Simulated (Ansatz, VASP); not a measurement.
**Cross-check of ZnSe (tetragonal ZnSe monolayer) between VASP and Ansatz**

Wanted: the spread between two codes on one cell, functional and k mesh. The cell is taken from a series of runs on this material, whose earlier steps may have relaxed, scaled, displaced or heated it; both programs get it as it stands.

Main program and level: Ansatz 0.2.0; plane waves, with VASP 6.6.1 beside it; single point at PBE with D3(BJ).

## 1. The structure

The cell holds 4 atoms: 2 Se and 2 Zn. Its edges and angles: a = 4.024 Å, b = 4.024 Å, c = 21.029 Å, α = 90.0°, β = 90.0°, γ = 90.0°. Vacuum lies along c.

Structure file:

```
Se Zn
1.0
     4.02433    0.00000    0.00000
     0.00000    4.02433    0.00000
     0.00000    0.00000   21.02894
Se Zn
2 2
Direct
  0.50000 0.00000 0.42798
  0.00000 0.50000 0.57202
  0.00000 0.00000 0.50000
  0.50000 0.50000 0.50000
```

## 2. VASP: single point, PBE with D3(BJ)

With cell and atoms fixed, the geometry can't cause a difference; cores, projectors, grids and the points listed under the comparison can.

Lines of VASP's logs that name or quote its potential files are left out, and so is its time.

INCAR

```
SYSTEM = ZnSe
PREC = Accurate
ENCUT = 400
EDIFF = 1E-06
NELM = 120
ISMEAR = -1
SIGMA = 0.02585
LREAL = .FALSE.
ALGO = Normal
GGA = PE
IVDW = 12
NBANDS = 24
LORBIT = 11
LWAVE = .FALSE.
LCHARG = .FALSE.
ISIF = 2
LDIPOL = .TRUE.
IDIPOL = 3
DIPOL = 0.5 0.5 0.5
LVHAR = .TRUE.
LASPH = .TRUE.
GGA_COMPAT = .FALSE.
EFERMI = MIDGAP
NELMDL = -8
```

POSCAR

```
ZnSe
1.0
    4.0243324429      0.0000000000      0.0000000000
    0.0000000000      4.0243324429      0.0000000000
    0.0000000000      0.0000000000     21.0289418834
Se Zn
2 2
Direct
    0.5000000000      0.0000000000      0.4279815908
    0.0000000000      0.5000000000      0.5720184092
    0.0000000000      0.0000000000      0.5000000000
    0.5000000000      0.5000000000      0.5000000000
```

KPOINTS

```
Automatic mesh
0
Gamma
12 12 1
0 0 0
```

PAW data sets: Se and Zn (PBE family, release 64).

Launch:

```sh
$ mpirun -np 1 vasp_std
```

Numbers of over 12 decimals in the logs are rounded to 6 here.

The log of the run:

```text
[banner, memory and clock lines left out]
running    1 mpi-ranks, on    1 nodes
 distrk:  each k-point on    1 cores,    1 groups
 distr:  one band on    1 cores,    1 groups

 POSCAR found type information on POSCAR SeZn
 POSCAR found :  2 types and       4 ions
 LDA part: xc-table for (Slater+PW92), standard interpolation
 POSCAR, INCAR and KPOINTS ok, starting setup
 FFT: planning ... GRIDC
 FFT: planning ... GRID_SOFT
 FFT: planning ... GRID
 WAVECAR not read
 entering main loop
       N       E                     dE             d eps       ncg     rms          rms(c)
DAV:   1     0.194971374753E+03    0.19497E+03   -0.12552E+04  1376   0.989E+02
DAV:   2     0.891657968745E+01   -0.18605E+03   -0.18177E+03  1680   0.243E+02
DAV:   3    -0.115378636703E+02   -0.20454E+02   -0.20343E+02  1640   0.840E+01
DAV:   4    -0.120494734866E+02   -0.51161E+00   -0.51104E+00  1592   0.132E+01
DAV:   5    -0.120586444461E+02   -0.91710E-02   -0.91697E-02  1664   0.167E+00
DAV:   6    -0.120588602591E+02   -0.21581E-03   -0.21579E-03  1672   0.263E-01
DAV:   7    -0.120588668738E+02   -0.66147E-05   -0.66142E-05  1672   0.450E-02
DAV:   8    -0.120588671086E+02   -0.23474E-06   -0.23477E-06  1552   0.874E-03    0.720E+00
DAV:   9    -0.114121368080E+02    0.64673E+00   -0.18045E+00  1928   0.341E+01    0.587E+00
DAV:  10    -0.114049533929E+02    0.71834E-02   -0.77654E-01  1496   0.612E+00    0.203E+00
DAV:  11    -0.114025649850E+02    0.23884E-02   -0.14309E-02  1720   0.100E+00    0.381E-01
DAV:  12    -0.114024036168E+02    0.16137E-03   -0.60585E-03  1768   0.956E-01    0.102E-01
DAV:  13    -0.114024904419E+02   -0.86825E-04   -0.39108E-04  1648   0.268E-01    0.562E-02
DAV:  14    -0.114026006332E+02   -0.11019E-03   -0.15231E-04  1632   0.870E-02    0.162E-02
DAV:  15    -0.114026225868E+02   -0.21954E-04   -0.19561E-05  1624   0.293E-02    0.967E-03
DAV:  16    -0.114026391796E+02   -0.16593E-04   -0.43543E-06  1440   0.128E-02    0.983E-03
DAV:  17    -0.114026445920E+02   -0.54124E-05   -0.61083E-07  1248   0.507E-03    0.138E-03
DAV:  18    -0.114026579616E+02   -0.13370E-04   -0.15133E-06  1264   0.117E-02    0.158E-03
DAV:  19    -0.114026634185E+02   -0.54569E-05   -0.32079E-07  1192   0.883E-03    0.105E-03
DAV:  20    -0.114026693731E+02   -0.59546E-05   -0.34121E-07  1176   0.312E-03    0.803E-04
DAV:  21    -0.114026714082E+02   -0.20351E-05   -0.82295E-08  1184   0.247E-03    0.738E-04
DAV:  22    -0.114026716780E+02   -0.26981E-06   -0.20599E-08  1216   0.940E-04
   1 F= -.12276970E+02 E0= -.12276970E+02  d E =-.445993E-21
```

OUTCAR, selected parts (step 2):

```text
ion  position               nearest neighbor table
   1  0.500  0.000  0.428-   3 2.52   4 2.52   4 2.52   3 2.52
   2  0.000  0.500  0.572-   3 2.52   4 2.52   3 2.52   4 2.52
   3  0.000  0.000  0.500-   1 2.52   2 2.52   2 2.52   1 2.52   4 2.85   4 2.85   4 2.85   4 2.85

  LATTYP: Found a simple tetragonal cell.
 ALAT       =     4.0243324429
 C/A-ratio  =     5.2254484891

 Subroutine GETGRP returns: Found 16 space group operations
 (whereof  8 operations were pure point group operations)

The static configuration has the point symmetry D_2d.
 The point group associated with its full space group is D_4h.

 Found     28 irreducible k-points:

   k-points           NKPTS =     28   k-points in BZ     NKDIM =     28   number of bands    NBANDS=     24

   dimension x,y,z NGX =    28 NGY =   28 NGZ =  140
   dimension x,y,z NGXF=    56 NGYF=   56 NGZF=  280

   ENCUT  =  400.0 eV  29.40 Ry    5.42 a.u.   6.56  6.56 34.29*2*pi/ulx,y,z

   NELECT =      36.0000    total number of electrons

 k-points in reciprocal lattice and weights: Automatic mesh
   0.00000000  0.00000000  0.00000000       0.007
   0.08333333  0.00000000  0.00000000       0.028
   0.16666667  0.00000000  0.00000000       0.028
   0.25000000  0.00000000  0.00000000       0.028
   0.33333333  0.00000000  0.00000000       0.028
   0.41666667  0.00000000  0.00000000       0.028
   0.50000000  0.00000000  0.00000000       0.014
   0.08333333  0.08333333  0.00000000       0.028
   0.16666667  0.08333333  0.00000000       0.056
[...]
0.50000000  0.41666667  0.00000000       0.028
   0.50000000  0.50000000  0.00000000       0.007

 dipolmoment           0.000000      0.000000      0.000000 electrons x Angstroem

 average (electrostatic) potential at core
       1 -61.3076       2 -61.3076       3 -42.7242       4 -42.7242

 E-fermi :  -2.7837

 k-point     1 :       0.0000    0.0000    0.0000
  band No.  band energies     occupation
    ...
     14      -5.9168      2.00000
     15      -5.9168      2.00000
     16      -4.5769      2.00000
     17      -3.9479      2.00000
     18      -3.9479      2.00000
     19      -1.6195      0.00000
     20      -1.3073      0.00000
     21      -0.6517      0.00000
     22       1.6006      0.00000
     23       1.7094      0.00000
    ...

 k-point     2 :       0.0833    0.0000    0.0000
  band No.  band energies     occupation
    ...
     14      -6.2420      2.00000
     15      -5.8588      2.00000
     16      -4.5553      2.00000
     17      -4.1663      2.00000
     18      -3.9545      2.00000
     19      -1.4158      0.00000
     20      -1.1262      0.00000
     21      -0.4068      0.00000
     22       1.5177      0.00000
     23       1.7962      0.00000
    ...

 k-point     3 :       0.1667    0.0000    0.0000
  band No.  band energies     occupation
    ...
     14      -6.9345      2.00000
     15      -5.6937      2.00000
     16      -4.6124      2.00000
     17      -4.5495      2.00000
     18      -3.9791      2.00000
     19      -1.1946      0.00000
     20      -0.7793      0.00000
     21       0.4351      0.00000
     22       1.3383      0.00000
     23       1.9296      0.00000
    ...

 Edisp (eV)   -0.87430

  Total       0.01409     0.01409     0.00819     0.00000    -0.00000     0.00000
  in kB       0.06628     0.06628     0.03852     0.00000    -0.00000     0.00000
  external pressure =        0.06 kB  Pullay stress =        0.00 kB

  energy-cutoff  :      400.00
  volume of cell :      340.57
      direct lattice vectors                 reciprocal lattice vectors
     4.024332443  0.000000000  0.000000000     0.248488417  0.000000000  0.000000000
     0.000000000  4.024332443  0.000000000     0.000000000  0.248488417  0.000000000
     0.000000000  0.000000000 21.028941883     0.000000000  0.000000000  0.047553510

 POSITION                                       TOTAL-FORCE (eV/Angst)
 -----------------------------------------------------------------------------------
      2.01217      0.00000      9.00000         0.000000     -0.000000     -0.046014
      0.00000      2.01217     12.02894         0.000000      0.000000      0.046014
      0.00000      0.00000     10.51447        -0.000000      0.000000      0.000000
      2.01217      2.01217     10.51447        -0.000000      0.000000      0.000000
 -----------------------------------------------------------------------------------
    total drift:                                0.000000      0.000000      0.000000

  FREE ENERGIE OF THE ION-ELECTRON SYSTEM (eV)
  ---------------------------------------------------
  free  energy   TOTEN  =       -12.2769696782 eV

  energy  without entropy=      -12.2769696782  energy(sigma->0) =      -12.27696968

 vacuum level on the upper side and lower side of the slab         1.951         1.951

 total charge
# of ion       s       p       d       tot
------------------------------------------
    1        1.468   2.341   0.030   3.839
    2        1.468   2.341   0.030   3.839
    3        0.517   0.449   9.790  10.756
    4        0.517   0.449   9.790  10.756
--------------------------------------------------
tot          3.970   5.580  19.639  29.190

[... 3 further parts left out ...]
```

The gap is read on the k-mesh alone, so it is an upper bound where the band edges lie off the mesh.

## 3. Ansatz: single point, PBE with D3(BJ)

Ansatz runs on its PAW soft_1 files.

The same cell, functional, mesh and smearing now go to Ansatz, which takes its cutoff from its data sets.

input.yaml

```yaml
crystal:
  lattice:
    - [4.0243324429, 0.0, 0.0]
    - [0.0, 4.0243324429, 0.0]
    - [0.0, 0.0, 21.0289418834]
  atoms:
    - { symbol: Se, position: [0.5, 0.0, 0.4279815908] }
    - { symbol: Zn, position: [0.0, 0.0, 0.5] }
    - { symbol: Zn, position: [0.5, 0.5, 0.5] }
    - { symbol: Se, position: [0.0, 0.5, 0.5720184092] }
kpoints:
  mp_grid: { grid: [12, 12, 1] }
  band_path:
    path: [[0, 0, 0], [0.5, 0, 0], [0.5, 0.5, 0], [0, 0, 0]]
    npoints: 16
hamiltonian:
  xc: pbe
  dispersion: d3bj
  pseudopotentials: { kind: paw, azcp: { folder: soft_1 } }
scf:
  occupations: { method: fermi_dirac, width: 0.02585 }
  convergence: { dr2_threshold: 1.0e-10 }
efield:
  axis: 3
  dipole_correction: true
  ramp_position: 0.97
  ramp_width: 0.06
  amplitude: 0
output:
  dos: { projected: true, e_range: [-6, 5] }
  write_potential: true
  write_density: true
  volumetric_format: npy
  elf: true
```

Launch:

```sh
$ ansatz run input.yaml --threads 2 --pin off --max-ram 3072MiB --backend cpu --events-out ev --progress --plain --runs-dir out
```

The log of the run:

```text
Engine: ansatz 0.2.0, aarch64-unknown-linux-gnu
Pseudopotentials: kind: paw
Pseudopotential: Se, paw, valence charge 16, recommended cutoff 420 eV (normal), soft_1/Se.paw.azcp
Pseudopotential: Zn, paw, valence charge 12, recommended cutoff 420 eV (normal), soft_1/Zn.paw.azcp
Functional definition: PBE
  parameter kappa = 0.804
  parameter beta = 0.066725
  exchange = pbe_x(kappa = kappa, mu = beta*pi^2/3)
  correlation = pbe_c(beta = beta)
Crystal: 4 atoms, lattice volume = 340.569 Å³
Basis set: ecut = 420 eV, 6671 PW (Γ)
Bands: 34, of which v1, the nominal top of the filled ones, is band 28 counted from 1 (27 counted from 0)
Symmetry: 8 space group operations
k-points: 28 of 144
Non-local potential: Se, projectors of the file, l = 0: 2, l = 1: 2, l = 2: 3, l = 3: 1
Non-local potential: Zn, projectors of the file, l = 0: 2, l = 1: 2, l = 2: 3, l = 3: 1
PAW form: soft (Blöchl's): semilocal exchange-correlation on the pseudo side does not see the compensation charge
PAW one-centre angular grid: Se, 590 points (default); XC on 64 Gauss nodes
PAW one-centre angular grid: Zn, 590 points (default); XC on 64 Gauss nodes
Initial density: superposition of atomic densities (neutral atoms: chi_scale 0, normalization atom)
Initial wavefunctions: pseudopotential atomic-orbital guess
Functional: x = pbe(κ = 0.804, μ = 0.219515), c = pbe(β = 0.066725)
SCF iter   1: F=—  HF=-17579.956610 eV  |F-HF|=—  |Δ(HF+E_count)|=         —  Δρ=1.98e-2  dr2=2.42e0  ethr=3.10e-3  p=0.000 e·Å  D=2.27e-14 V/Å  ΔV_dip=-0.00 eV  dr2_dipole=1.50e-10  V_vac-E_F(+/−)=4.86/4.86 eV  ⟨swp⟩=10.9  Hψ=5152  notcnv=0
efield: sawtooth ramp at fractional position 0.9700 (set: `efield.ramp_position`, or a place that a band, a saddle search or an elastic batch's reference lends), width 0.0600; the density the first Hamiltonian is built on has a dipole p = 0.000 e·Å; the dipole correction subtracts the counter field D = 2.27e-14 V/Å, which shifts the + side's vacuum level by -0.00 eV against the − side's; the planar-averaged density in the ramp window peaks in size at 1.3e-5 e/Å³
preconditioner: auto → Resta (q_TF=auto, 2.019 Å⁻¹)  ε∞=2.4  [insulator: Δε(μ)=2.734 eV  Ē_g=10.169 eV  σ=0.026 eV  W_gap=1.00  n_scr=48 (ndim 8)  ℏωp=12.1 eV  f_vac=0.708  D(μ)=0.00/eV (n_scr^D=0)  ε∞_Penn≈2.4  vacuum switching on, ρ_ref=7.5e-3 e/Å³]
SCF iter   2: F=—  HF=-17579.389260 eV  |F-HF|=—  |Δ(HF+E_count)|=   5.67e-1  Δρ=1.29e-2  dr2=2.80e-1  ethr=3.10e-3  p=-0.000 e·Å  D=-2.28e-6 V/Å  ΔV_dip=0.00 eV  dr2_dipole=1.62e-10  V_vac-E_F(+/−)=5.11/5.11 eV  ⟨swp⟩=3.0  Hψ=1852  notcnv=0  defer=52
SCF iter   3: F=—  HF=-17579.315823 eV  |F-HF|=—  |Δ(HF+E_count)|=   7.34e-2  Δρ=4.48e-3  dr2=6.71e-2  ethr=5.01e-4  p=0.000 e·Å  D=2.16e-7 V/Å  ΔV_dip=-0.00 eV  dr2_dipole=9.70e-13  V_vac-E_F(+/−)=4.85/4.85 eV  ⟨swp⟩=2.2  Hψ=1747  notcnv=0  defer=52
SCF iter   4: F=—  HF=-17579.308890 eV  |F-HF|=—  |Δ(HF+E_count)|=   6.93e-3  Δρ=2.88e-3  dr2=1.46e-2  ethr=1.20e-4  p=-0.000 e·Å  D=-4.33e-8 V/Å  ΔV_dip=0.00 eV  dr2_dipole=4.07e-12  V_vac-E_F(+/−)=4.78/4.78 eV  ⟨swp⟩=2.0  Hψ=1473  notcnv=0  defer=52
SCF iter   5: F=—  HF=-17579.308641 eV  |F-HF|=—  |Δ(HF+E_count)|=   2.49e-4  Δρ=7.29e-4  dr2=9.77e-4  ethr=2.60e-5  p=0.000 e·Å  D=2.36e-7 V/Å  ΔV_dip=-0.00 eV  dr2_dipole=3.53e-12  V_vac-E_F(+/−)=4.73/4.73 eV  ⟨swp⟩=2.1  Hψ=1765  notcnv=0  defer=52
SCF iter   6: F=—  HF=-17579.308872 eV  |F-HF|=—  |Δ(HF+E_count)|=   2.31e-4  Δρ=1.22e-4  dr2=4.63e-5  ethr=1.75e-6  p=-0.000 e·Å  D=-5.94e-7 V/Å  ΔV_dip=0.00 eV  dr2_dipole=2.84e-11  V_vac-E_F(+/−)=4.71/4.71 eV  ⟨swp⟩=2.4  Hψ=1566  notcnv=0  defer=52
SCF iter   7: F=—  HF=-17579.308893 eV  |F-HF|=—  |Δ(HF+E_count)|=   2.17e-5  Δρ=3.47e-5  dr2=3.72e-6  ethr=8.26e-8  p=0.000 e·Å  D=1.48e-6 V/Å  ΔV_dip=-0.00 eV  dr2_dipole=1.34e-10  V_vac-E_F(+/−)=4.71/4.71 eV  ⟨swp⟩=2.0  Hψ=1399  notcnv=0  defer=52
SCF iter   8: F=—  HF=-17579.308965 eV  |F-HF|=—  |Δ(HF+E_count)|=   7.22e-5  Δρ=1.44e-5  dr2=5.91e-7  ethr=6.64e-9  p=-0.000 e·Å  D=-3.64e-6 V/Å  ΔV_dip=0.00 eV  dr2_dipole=8.06e-10  V_vac-E_F(+/−)=4.71/4.71 eV  ⟨swp⟩=2.5  Hψ=1743  notcnv=0  defer=52
SCF iter   9: F=—  HF=-17579.308966 eV  |F-HF|=—  |Δ(HF+E_count)|=   4.76e-7  Δρ=2.21e-6  dr2=3.86e-8  ethr=1.05e-9  p=0.000 e·Å  D=1.06e-5 V/Å  ΔV_dip=-0.00 eV  dr2_dipole=6.87e-9  V_vac-E_F(+/−)=4.71/4.71 eV  ⟨swp⟩=2.0  Hψ=1401  notcnv=0  defer=52
SCF iter  10: F=—  HF=-17579.308966 eV  |F-HF|=—  |Δ(HF+E_count)|=   1.52e-8  Δρ=1.82e-6  dr2=7.61e-8  ethr=6.90e-11  p=-0.000 e·Å  D=-1.72e-5 V/Å  ΔV_dip=0.00 eV  dr2_dipole=1.80e-8  V_vac-E_F(+/−)=4.71/4.71 eV  ⟨swp⟩=2.5  Hψ=1488  notcnv=0  defer=52
SCF iter  11: F=—  HF=-17579.308966 eV  |F-HF|=—  |Δ(HF+E_count)|=   1.10e-8  Δρ=2.25e-7  dr2=3.96e-10  ethr=6.90e-11  p=-0.000 e·Å  D=-3.17e-7 V/Å  ΔV_dip=0.00 eV  dr2_dipole=1.12e-11  V_vac-E_F(+/−)=4.71/4.71 eV  ⟨swp⟩=2.0  Hψ=1006  notcnv=0  defer=52
SCF iter  12: F=—  HF=-17579.308966 eV  |F-HF|=—  |Δ(HF+E_count)|=  1.67e-10  Δρ=1.85e-7  dr2=1.09e-10  ethr=1.00e-12  p=0.000 e·Å  D=1.50e-7 V/Å  ΔV_dip=-0.00 eV  dr2_dipole=2.84e-12  V_vac-E_F(+/−)=4.71/4.71 eV  ⟨swp⟩=13.1  Hψ=3882  notcnv=0
SCF iter  13: F=-17579.308966 eV  HF=-17579.308966 eV  |F-HF|=1.46e-11  |Δ(HF+E_count)|=  2.91e-11  Δρ=3.99e-8  dr2=5.57e-12  ethr=1.00e-12  p=0.000 e·Å  D=6.37e-8 V/Å  ΔV_dip=-0.00 eV  dr2_dipole=2.76e-13  V_vac-E_F(+/−)=4.71/4.71 eV  ⟨swp⟩=2.1  Hψ=1851  notcnv=0
SCF 1 converged in 13 iterations: F = -17579.308966 eV  dr2 = 5.57e-12
  greatest PAW one-centre occupation: 1.000 electrons in one spin orbital (limit 2), on the Se atom at site 0 (counted from 0), in its partial waves of l = 2
NSCF: frozen V_eff on 49 k-points
efield: sawtooth ramp at fractional position 0.9700 (kept from the solve that this one continues, or follows in the run), width 0.0600; the density the first Hamiltonian is built on has a dipole p = 0.000 e·Å; the dipole correction subtracts the counter field D = 6.37e-8 V/Å, which shifts the + side's vacuum level by -0.00 eV against the − side's; the planar-averaged density in the ramp window peaks in size at 1.3e-5 e/Å³
WARN: The output density's exchange-correlation potential varies sharply where the density is thin. Do not read a vacuum level from v_tot or v_xc, or from such a field of the output density. On a cell that repeats whose density bears no net charge and no dipole along the vacuum's axis use v_es (v_loc + v_h of the components); under efield.dipole_correction with no amplitude use v_es + v_field, which holds any externa [...]
SCF converged after 13 iterations
Free energy (F): -17579.308966 eV
Harris-Foulkes:  -17579.308966 eV  (|F-HF|=1.46e-11)
Internal energy: -17579.308966 eV  (E = F + TS)
E sigma→0 (E₀):  -17579.308966 eV
Fermi energy:    -1.437259 eV
Dipole field:    D = -0.000000 V/Å  (p = -0.000001 e·Å, saw-weighted, corrected)
Work function:   Φ+ = 4.7055 eV   Φ− = 4.7055 eV
Levels:          The Fermi level and band energies are counted from a zero that moves with the ramp; work functions are not
--- Per-component energies (eV) ---
  E_band       = -1282.256971
  E_kinetic    = 514.807251
  E_local      = -48646.337274  (includes V_loc(G=0)·N_el)
  E_nonlocal   = 933.001013
  E_hartree    = 23708.049324
  E_xc         = -326.405287
  E_vxc        = -281.839903  (∫ρ·V_xc dr)
  E_paw        = -8056.596665  (= ΣΔE_a)
  E_vpaw       = -1217.985661  (= ΣTr[D̂ρ^β])
  E_aug_tail   = -0.001195  (compensation charges beyond the density's cutoff)
  E_efield     = 0.000000  (sawtooth field / dipole correction)
  E_vefield    = 0.000000  (∫n·V_field dr)
  E_ewald      = 14295.048240
  E_disp       = -0.874373  (pairwise vdW)
  E_smearing   = -0.000000  (= −TS)
  E_closure    = -0.000000  (closes the sum)
  Σ components = -17579.308966   (vs F -17579.308966, Δ=0.00e0)
--- Band table (eV; the first three rows and the last of 28) ---
  k-point 0: bands = [... 24 lower, -4.5945, -3.2600, -2.6286, -2.6286, -0.2940, 0.0070, 0.6728, 2.9119, ... 2 higher]
  k-point 1: bands = [... 24 lower, -4.5364, -3.2390, -2.8463, -2.6352, -0.0915, 0.1876, 0.9174, 2.8310, ... 2 higher]
  k-point 2: bands = [... 24 lower, -4.3713, -3.2915, -3.2339, -2.6598, 0.1281, 0.5343, 1.7568, 2.6551, ... 2 higher]
  k-point 27: bands = [... 24 lower, -4.9222, -4.9222, -4.9043, -4.9043, 1.3575, 1.3575, 1.5794, 1.5794, ... 2 higher]
```

The column dr2 measures how far the density is from self-consistency, as an energy; F and HF (Harris–Foulkes) agree once it is small.

## 4. Side by side

Known differences besides the potentials themselves: the data sets hold 56 valence electrons in Ansatz (on its PAW soft_1 files) and 36 in VASP; the cutoff is 420 eV in Ansatz and 400 eV in VASP. Total energies have different zeros and are not compared.

Both answers:

```csv
quantity,Ansatz,VASP,difference
gap on the k mesh (eV),2.335,2.328,+0.006
```

A gap on the mesh is an upper bound, since the band edges may lie between its points. With vacuum in the cell, a pressure given here is an average over mostly empty space and none of the material.

## 5. Results

```json
{
 "difference in gap on the k mesh (single point, PBE with D3(BJ))": "0.0062 eV"
}
```

What this shows: The difference in gap on the k mesh is 0.0062 eV (single point, PBE with D3(BJ)), within the 0.08 eV picked in this series as the mark of a large difference. The data sets hold unlike numbers of valence electrons (56 in Ansatz and 36 in VASP), so part of the differences comes from the potentials. How closely two codes agree says nothing of how well the functional describes the real material.

[Lines on the potential files, build, host, timing and source positions are cut from VASP's logs without a mark.]

[Logs are printed without paths, hosts, clocks, repeated set-up lines and the standing remarks that a program may print on its own settings, such as how far it seeks lower states.]

[Hosts, paths, dates, database ids (printed as entryN), source tags and the programs' standing remarks are cut or masked in the printed files.]
